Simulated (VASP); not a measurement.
Here is the system:

```yaml
crystal:
  lattice:
    - [0.00000, 2.81873, 2.81873]
    - [2.81873, 0.00000, 2.81873]
    - [2.81873, 2.81873, 0.00000]
  atoms:
    - { symbol: Al, position: [0.00000, 0.00000, 0.00000] }
    - { symbol: As, position: [0.75000, 0.75000, 0.75000] }
```

The numbers are results of LDA (Ceperley-Alder, Perdew-Zunger), VASP's LDA PAW potentials (set 64) (plane waves; VASP), not measurements. Numerical set-up: 400 eV cut-off, Gaussian smearing of 0.050 eV, potentials Al As.

**Question.** What does the run give for the band gap (along the path) with the smallest direct gap where there is one?

**Answer.** 
The band gap (along the path) is 1.32 eV and the smallest direct gap (along the path) is 1.98 eV.

Total energies compare only between runs with the same potentials, cut-off and functional.

The structure comes from a computed database's AlAs entry (F-43m); how it stands against other phases isn't given here. It was relaxed first.
